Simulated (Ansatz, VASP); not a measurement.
# AlNi: VASP beside Ansatz, part 2 of 2

Aim: how closely do two programs agree when they are given the same cell, functional and k mesh? The cell is taken from a series of runs on this material, whose earlier steps may have relaxed, scaled, displaced or heated it; both programs get it as it stands.

VASP 6.6.1 and Ansatz 0.2.0.

So far: Starting point; VASP: zone-centre phonons, LDA.

### Step 3. Ansatz: zone-centre phonons, LDA

Level of this step: Ansatz beside VASP: Kohn-Sham DFT, plane waves, LDA (Ansatz).

Ansatz runs on its PAW soft_1 files.

The same cell, functional (in two slightly different forms), mesh and smearing now go to Ansatz, which takes its cutoff from its data sets.

The input, input.yaml:

```yaml
crystal:
  lattice:
    - [2.7831578728, -0.0361987545, 0.0]
    - [-0.0361987545, 2.7831578728, 0.0]
    - [0.0, 0.0, 2.9014386617]
  atoms:
    - { symbol: Al, position: [0.0, 0.0, 0.0] }
    - { symbol: Ni, position: [0.5, 0.5, 0.5] }
kpoints:
  mp_grid: { grid: [16, 16, 16] }
hamiltonian:
  xc: lda
  pseudopotentials: { kind: paw, azcp: { folder: soft_1 }, xc_functional: pbe }
scf:
  occupations: { method: methfessel_paxton, width: 0.2 }
output:
  eigenvalues: true
phonons:
  method: dfpt
```

Run with:

```sh
$ ansatz run input.yaml --threads 4 --pin off --max-ram 10240MiB --backend cpu --events-out ev --progress --plain --runs-dir out
```

Numbers of over 12 decimals in the logs are rounded to 6 here.

What it wrote:

```text
zone centre: on kpoints.mp_grid the ground state, and the responses unless they are solved on pairs of k-points, stand on 1170 of the mesh's 4096 k-points, reduced under 4 symmetry operations, with k and −k counted as one. Each operation leaves every solved displacement unchanged or reverses it
Engine: ansatz 0.2.0, x86_64-unknown-linux-gnu
Pseudopotentials: kind: paw
Pseudopotential: Al, paw, valence charge 3, recommended cutoff 420 eV (normal), soft_1/Al.paw.azcp
Pseudopotential: Ni, paw, valence charge 18, recommended cutoff 420 eV (normal), soft_1/Ni.paw.azcp
Functional definition: SPW92
  exchange = slater_x
  correlation = pw_c
Crystal: 2 atoms, lattice volume = 22.471 Å³
Basis set: ecut = 420 eV, 457 PW (Γ), exchange–correlation on 40×40×40 points (8 copies of the dense FFT grid, shifted against one another)
Bands: 15, of which v1, the nominal top of the filled ones, is band 11 counted from 1 (10 counted from 0)
Symmetry: 8 space group operations
k-points: 1170 of 4096 (irreducible under 4 space group operations)
Non-local potential: Al, projectors of the file, l = 0: 2, l = 1: 2, l = 2: 1
Non-local potential: Ni, projectors of the file, l = 0: 3, l = 1: 2, l = 2: 3, l = 3: 1
PAW form: soft (Blöchl's): semilocal exchange-correlation on the pseudo side does not see the compensation charge
PAW frozen core: Al, regenerated for the run's functional, and the local potential with it (the file was generated under x = pbe(κ = 0.804, μ = 0.219515), c = pbe(β = 0.066725))
PAW frozen core: Ni, regenerated for the run's functional, and the local potential with it (the file was generated under x = pbe(κ = 0.804, μ = 0.219515), c = pbe(β = 0.066725))
PAW one-centre angular grid: Al, 110 points (default); XC on 64 Gauss nodes
PAW one-centre angular grid: Ni, 590 points (default); XC on 64 Gauss nodes
Initial density: superposition of atomic densities (chi_scale 0.1, normalization cell, long waves kept (reshape's long-wave potential 0.00 eV rms))
Initial wavefunctions: pseudopotential atomic-orbital guess
Functional: x = slater, c = lda
SCF iter   1: F=—  HF=-6288.035160 eV  |F-HF|=—  |Δ(HF+E_count)|=         —  Δρ=7.07e-2  dr2=1.22e0  ethr=3.10e-3  ⟨swp⟩=4.0  Hψ=77802  notcnv=0
preconditioner: auto → none  [metal: Δε(μ)=0.018 eV  Ē_g=10.585 eV  σ=0.200 eV  W_gap=0.08  n_scr=6 (ndim 8)  ℏωp=28.2 eV  f_vac=0.000  D(μ)=0.65/eV (n_scr^D=6)  sad-step TF]
SCF iter   2: F=—  HF=-6287.865552 eV  |F-HF|=—  |Δ(HF+E_count)|=   1.70e-1  S|Δr|=    0.00e0  Δρ=5.65e-2  dr2=7.97e-1  ethr=3.10e-3  ⟨swp⟩=2.0  Hψ=31312  notcnv=0  defer=255
SCF iter   3: F=—  HF=-6287.669967 eV  |F-HF|=—  |Δ(HF+E_count)|=   1.96e-1  S|Δr|=    0.00e0  Δρ=1.50e-2  dr2=5.35e-2  ethr=3.10e-3  ⟨swp⟩=2.0  Hψ=22318  notcnv=0  defer=255
SCF iter   4: F=—  HF=-6287.659411 eV  |F-HF|=—  |Δ(HF+E_count)|=   1.06e-2  S|Δr|=    0.00e0  Δρ=3.80e-3  dr2=1.76e-3  ethr=2.55e-4  ⟨swp⟩=1.2  Hψ=26979  notcnv=0  defer=245
SCF iter   5: F=—  HF=-6287.659501 eV  |F-HF|=—  |Δ(HF+E_count)|=   9.00e-5  S|Δr|=    0.00e0  Δρ=1.88e-3  dr2=3.76e-4  ethr=8.37e-6  ⟨swp⟩=2.2  Hψ=24663  notcnv=0  defer=247
SCF iter   6: F=—  HF=-6287.659399 eV  |F-HF|=—  |Δ(HF+E_count)|=   1.03e-4  S|Δr|=    0.00e0  Δρ=4.43e-4  dr2=2.23e-5  ethr=1.79e-6  ⟨swp⟩=2.3  Hψ=25450  notcnv=0  defer=247
SCF iter   7: F=—  HF=-6287.659390 eV  |F-HF|=—  |Δ(HF+E_count)|=   8.90e-6  S|Δr|=    0.00e0  Δρ=5.07e-5  dr2=3.03e-7  ethr=1.06e-7  ⟨swp⟩=2.2  Hψ=24191  notcnv=0  defer=247
SCF iter   8: F=—  HF=-6287.659407 eV  |F-HF|=—  |Δ(HF+E_count)|=   1.68e-5  S|Δr|=    0.00e0  Δρ=3.34e-6  dr2=1.41e-9  ethr=1.44e-9  ⟨swp⟩=2.2  Hψ=25482  notcnv=0  defer=247
SCF iter   9: F=-6287.659407 eV  HF=-6287.659407 eV  |F-HF|=1.82e-12  |Δ(HF+E_count)|=  1.93e-10  S|Δr|=    0.00e0  Δρ=1.62e-7  dr2=2.73e-12  ethr=1.00e-12  ⟨swp⟩=5.2  Hψ=90077  notcnv=0
the search or the solves at the SCF's close seem to have found levels that the self-consistency loop had missed (the run counts 1). By its estimate they hold under 1e-12 electrons; where the run keeps them, the occupations were computed again with them
SCF 1 converged in 9 iterations: F = -6287.659407 eV  dr2 = 2.73e-12
  greatest PAW one-centre occupation: 1.001 electrons in one spin orbital (limit 2), on the Ni atom at site 1 (counted from 0), in its partial waves of l = 1
DFPT response loops at Γ: preconditioner auto → Kerker (q_TF=auto, 2.698 Å⁻¹) (partly filled bands, converged f_vac=0.000); β = 1.00, the filter's whole step (`scf.mixing.beta` (0.50) is not read by the response loops under this deck's `scf.mixing.preconditioner`; to damp them name `kerker` or `kerker_dos`, under which they read `scf.mixing.beta`, and type it under 1.00, their step now; both keys bind the ground state too); Broyden in place of MSR1
SCF converged after 9 iterations
Stability not checked: this state was not tested for a lower state beside it, because cold or Methfessel-Paxton smearing, or corrected tetrahedra, fill the levels in a way that the test cannot read (fill_not_monotonic; see scf.lower_state_search)
Free energy (F): -6287.659407 eV
Harris-Foulkes:  -6287.659407 eV  (|F-HF|=1.82e-12)
Internal energy: -6287.659240 eV  (E = F + TS)
E sigma→0 (E₀):  -6287.659365 eV
Entropy (-TS):   -0.000167 eV (-0.083 meV/atom)
Fermi energy:    14.612044 eV
--- Per-component energies (eV) ---
  E_band       = -322.924208
  E_kinetic    = 371.411206
  E_local      = -3666.788083  (includes V_loc(G=0)·N_el)
  E_nonlocal   = -101.730108
  E_hartree    = 1929.897595
  E_xc         = -152.634531
  E_vxc        = -178.948372  (∫ρ·V_xc dr)
  E_paw        = -2037.673764  (= ΣΔE_a)
  E_vpaw       = -606.664792  (= ΣTr[D̂ρ^β])
  E_aug_tail   = 0.000867  (compensation charges beyond the density's cutoff)
  E_ewald      = -2630.632259
  E_core_change = 0.489838  (= ΣΔE_core)
  E_smearing   = -0.000167  (= −TS)
  E_closure    = 0.000000  (closes the sum)
  Σ components = -6287.659407   (vs F -6287.659407, Δ=0.00e0)
--- Band table (eV; the first three rows and the last of 1170) ---
  k-point 0: bands = [... 7 lower, 12.8571, 12.9316, 13.0207, 19.3314, 20.7827, 20.9500, 22.7637, 23.1644]
  k-point 1: bands = [... 7 lower, 12.8281, 12.9040, 13.0237, 18.6651, 20.8760, 21.0409, 23.1600, 23.4357]
  k-point 2: bands = [... 7 lower, 12.7474, 12.8271, 13.0321, 17.4027, 21.1493, 21.3076, 23.1467, 24.6884]
  k-point 1169: bands = [... 7 lower, 13.4864, 13.6088, 16.4041, 16.4654, 16.7970, 18.8143, 19.0892, 19.4062]
--- Phonons (Γ-DFPT): 4 representative perturbations + reference, on 1170 of 4096 k-points (Σ response iterations 12) ---
  k mesh reduced under 4 symmetry operations, with k and −k counted as one. Each operation leaves every solved displacement unchanged or reverses it
  ASR residual: 1.151e-4 → 0.000e0 eV/Å²; symmetrization residual: 8.893e-7 eV/Å²
  ASR residual per site (eV/Å²): 9.30e-6 1.15e-4
  Γ frequencies (cm⁻¹): 0.00 0.00 0.00 293.49 316.90 329.00
  non-analytic LO–TO correction: not included (Born effective charges unavailable; polar crystals: no LO–TO splitting at Γ)
```

The column dr2 measures how far the density is from self-consistency, as an energy; F and HF (Harris–Foulkes) agree once it is small.

### Step 4. Side by side

Known differences besides the potentials themselves: the two LDA forms differ slightly; the data sets hold 21 valence electrons in Ansatz (on its PAW soft_1 files) and 13 in VASP; the cutoff is 420 eV in Ansatz and 600 eV in VASP; VASP's log shows a relativistic correction to its local exchange, Ansatz's none. Total energies have different zeros and are not compared.

The two programs side by side:

| quantity | Ansatz | VASP | difference |
| --- | --- | --- | --- |
| optical mode 1 (cm⁻¹) | 293.5 | 295.7 | -0.74 % |
| optical mode 2 (cm⁻¹) | 316.9 | 319.8 | -0.91 % |
| optical mode 3 (cm⁻¹) | 329.0 | 331.6 | -0.77 % |

Modes are paired by rising frequency, not by their patterns, so a pair may set unlike modes beside each other; they are those without the splitting of longitudinal modes.

### Step 5. Outcome

```
r.m.s. difference of the optical zone-centre modes, each program's sorted by frequency (zone-centre phonons, LDA) : 2.6 cm⁻¹
difference in optical mode 2 (zone-centre phonons, LDA)                                                           : -0.9 %
```

The r.m.s. difference of the optical zone-centre modes, each program's sorted by frequency is 2.6 cm⁻¹ (zone-centre phonons, LDA). The data sets hold unlike numbers of valence electrons (21 in Ansatz and 13 in VASP), so part of the differences comes from the potentials. Among the rows given in per cent, the largest difference of the zone-centre phonons, LDA pair is in optical mode 2, -0.9 %. Such differences can come from data sets, numerical settings and the points named under the comparisons, not from the functional's error against experiment.

[Lines on the potential files, build, host, timing and source positions are cut from VASP's logs without a mark.]

[Logs are printed without paths, hosts, clocks, repeated set-up lines and the standing remarks that a program may print on its own settings, such as how far it seeks lower states.]

[Hosts, paths, dates, database ids (printed as entryN), source tags and the programs' standing remarks are cut or masked in the printed files.]
